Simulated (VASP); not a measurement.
Calculation: vdW-DF-cx, VASP's PBE PAW potentials (set 64) (plane waves; VASP).

VASP input:

### INCAR
```
AGGAC=0.0
ALGO=Normal
EDIFF=1E-7
EDIFFG=-0.01
ENCUT=520
GGA=CX
IBRION=2
ISIF=4
ISMEAR=0
LASPH=T
LCHARG=F
LREAL=F
LUSE_VDW=T
LWAVE=F
NELM=100
NSW=30
PREC=Accurate
SIGMA=0.05
SYSTEM=AlN
```

### POSCAR
```
AlN
1.0
  1.5906058139  -2.7550100785   0.0000000000
  1.5906058139   2.7550100785   0.0000000000
  0.0000000000   0.0000000000   5.0924951004
Al N
2 2
Cart
  1.5906058139  -0.9183385295   2.5463625494
  1.5906058139   0.9183385295   0.0001149992
  1.5906058139  -0.9183385295   4.4914656793
  1.5906058139   0.9183385295   1.9452181291
```

KPOINTS:
```
Automatic mesh
0
gamma
  8 8 5
```

POTCAR, in this order: Al N (PBE.64 set). Program: vasp_std.

What VASP printed:

OSZICAR:
```
       N       E                     dE             d eps       ncg     rms          rms(c)
DAV:   1     0.565824572313E+02    0.56582E+02   -0.75220E+03   720   0.118E+03
DAV:   2    -0.252173138060E+02   -0.81800E+02   -0.75976E+02  1052   0.220E+02
DAV:   3    -0.295067263980E+02   -0.42894E+01   -0.42723E+01   944   0.558E+01
DAV:   4    -0.295467811728E+02   -0.40055E-01   -0.40046E-01   816   0.622E+00
DAV:   5    -0.295473716119E+02   -0.59044E-03   -0.59041E-03   944   0.775E-01    0.116E+01
DAV:   6    -0.251840650520E+02    0.43633E+01   -0.16341E+01   876   0.301E+01    0.428E+00
DAV:   7    -0.251972407877E+02   -0.13176E-01   -0.58162E-01   768   0.594E+00    0.283E+00
DAV:   8    -0.251836365623E+02    0.13604E-01   -0.88027E-02   808   0.317E+00    0.499E-01
DAV:   9    -0.251788493740E+02    0.47872E-02   -0.19565E-02   916   0.103E+00    0.246E-01
DAV:  10    -0.251793935249E+02   -0.54415E-03   -0.24038E-03   824   0.372E-01    0.144E-01
DAV:  11    -0.251793119935E+02    0.81531E-04   -0.21230E-04   860   0.118E-01    0.371E-02
DAV:  12    -0.251793132369E+02   -0.12435E-05   -0.68387E-06   804   0.261E-02    0.692E-03
DAV:  13    -0.251793129817E+02    0.25519E-06   -0.71442E-06   856   0.203E-02    0.461E-03
DAV:  14    -0.251793131823E+02   -0.20051E-06   -0.34562E-07   812   0.559E-03    0.130E-03
DAV:  15    -0.251793132078E+02   -0.25500E-07   -0.26774E-08   404   0.145E-03
   1 F= -.25179313E+02 E0= -.25179313E+02  d E =-.251793E+02
       N       E                     dE             d eps       ncg     rms          rms(c)
DAV:   1    -0.251799117166E+02   -0.59853E-03   -0.25406E-02   720   0.153E+00    0.878E-02
DAV:   2    -0.251797439976E+02    0.16772E-03   -0.22546E-04   916   0.142E-01    0.496E-02
DAV:   3    -0.251796583941E+02    0.85604E-04   -0.13149E-04   876   0.991E-02    0.314E-03
DAV:   4    -0.251796593245E+02   -0.93040E-06   -0.92216E-06   824   0.282E-02    0.267E-03
DAV:   5    -0.251796592264E+02    0.98046E-07   -0.17797E-07   672   0.403E-03
   2 F= -.25179659E+02 E0= -.25179659E+02  d E =-.346019E-03
       N       E                     dE             d eps       ncg     rms          rms(c)
DAV:   1    -0.251797450059E+02   -0.85681E-04   -0.50164E-03   720   0.679E-01    0.390E-02
DAV:   2    -0.251797115269E+02    0.33479E-04   -0.44609E-05   916   0.632E-02    0.220E-02
DAV:   3    -0.251796947824E+02    0.16745E-04   -0.26185E-05   876   0.442E-02    0.141E-03
DAV:   4    -0.251796949942E+02   -0.21180E-06   -0.18473E-06   820   0.126E-02    0.120E-03
DAV:   5    -0.251796949548E+02    0.39366E-07   -0.33186E-08   436   0.182E-03
   3 F= -.25179695E+02 E0= -.25179695E+02  d E =-.381747E-03
       N       E                     dE             d eps       ncg     rms          rms(c)
DAV:   1    -0.251797211922E+02   -0.26198E-04   -0.18744E-02   720   0.125E+00    0.219E-02
DAV:   2    -0.251797404175E+02   -0.19225E-04   -0.29266E-04   840   0.146E-01    0.141E-02
DAV:   3    -0.251797337277E+02    0.66898E-05   -0.67303E-06   860   0.302E-02    0.637E-03
DAV:   4    -0.251797330342E+02    0.69348E-06   -0.74477E-06   860   0.246E-02    0.230E-03
DAV:   5    -0.251797330633E+02   -0.29098E-07   -0.88543E-07   740   0.901E-03
   4 F= -.25179733E+02 E0= -.25179733E+02  d E =-.381085E-04
```

### OUTCAR
```
------------------------ aborting loop because EDIFF is reached ----------------------------------------
  FORCE on cell =-STRESS in cart. coord.  units (eV):
  Direction    XX          YY          ZZ          XY          YZ          ZX
  --------------------------------------------------------------------------------------
  Total       -2.8920630     -2.8920630     -2.8706994      0.0000000      0.0000000      0.0000000
  in kB     -103.8178324   -103.8178321   -103.0509312      0.0000000      0.0000000      0.0000000
  external PRESSURE =    -103.5621986 kB  Pullay stress =       0.0000000 kB
  volume of cell :       44.63
      direct lattice vectors                 reciprocal lattice vectors
     1.588541484 -2.751434555 -0.000000000     0.314754135 -0.181723385  0.000000000
     1.588541484  2.751434555  0.000000000     0.314754135  0.181723385  0.000000000
     0.000000000  0.000000000  5.105739223     0.000000000 -0.000000000  0.195858025
  FREE ENERGIE OF THE ION-ELECTRON SYSTEM (eV)
  ---------------------------------------------------
  free  energy   TOTEN  =       -25.1797330633 eV

  energy  without entropy=      -25.1797330633  energy(sigma->0) =      -25.17973306

 reached required accuracy - stopping structural energy minimisation
```
(Selected blocks of OUTCAR.)

### CONTCAR
```
AlN
   1.00000000000000
     1.5885414840277692   -2.7514345554190789   -0.0000000000000000
     1.5885414840277692    2.7514345554190789    0.0000000000000000
     0.0000000000000000    0.0000000000000000    5.1057392225296310
  Al              N
     2     2
Direct
     0.6666669999999968    0.3333330000000032    0.5006401839704430
     0.3333330000000032    0.6666669999999968    0.0006401839704429
     0.6666669999999968    0.3333330000000032    0.8813598160295620
     0.3333330000000032    0.6666669999999968    0.3813598160295621
```

### OUTCAR
```
 val. band max:        5.4629048281   @ k =   0.0000   0.0000   0.0000

 cond. band min:       9.1501260609   @ k =   0.0000   0.0000   0.0000


 Fermi energy:         5.7014435066

 k-point     1 :       0.0000    0.0000    0.0000
  band No.  band energies     occupation
      1      -9.2688      2.00000
      2      -7.3219      2.00000
      3      -0.2338      2.00000
      4       4.6771      2.00000
      5       4.6771      2.00000
      6       5.2974      2.00000
      7       5.2974      2.00000
      8       5.4629      2.00000
      9       9.1501      0.00000
     10      11.6594      0.00000
     11      15.5271      0.00000
     12      16.1809      0.00000

 k-point     2 :       0.1250    0.0000    0.0000
  band No.  band energies     occupation
      1      -9.0851      2.00000
      2      -7.2202      2.00000
      3      -0.0091      2.00000
      4       3.8357      2.00000
      5       4.4470      2.00000
      6       4.4701      2.00000
      7       5.2559      2.00000
      8       5.3767      2.00000
      9       9.9964      0.00000
     10      12.3877      0.00000
     11      14.8117      0.00000
     12      15.1590      0.00000

 k-point     3 :       0.2500    0.0000    0.0000
  band No.  band energies     occupation
      1      -8.5750      2.00000
      2      -6.9808      2.00000
      3       0.6352      2.00000
      4       2.1823      2.00000
      5       3.0891      2.00000
      6       4.0031      2.00000
      7       5.0501      2.00000
      8       5.0908      2.00000
      9      11.2045      0.00000
     10      12.7181      0.00000
     11      13.2193      0.00000
     12      14.9854      0.00000

 k-point     4 :       0.3750    0.0000    0.0000
  band No.  band energies     occupation
      1      -7.8921      2.00000
      2      -6.8060      2.00000
      3       0.7978      2.00000
      4       1.5774      2.00000
      5       1.9545      2.00000
      6       3.6397      2.00000
...
```

The compound is AlN in the wurtzite structure. This cell is one point of a volume scan, at 1.06 of the reference volume. Symmetry was kept, so distortions that lower it aren't found.
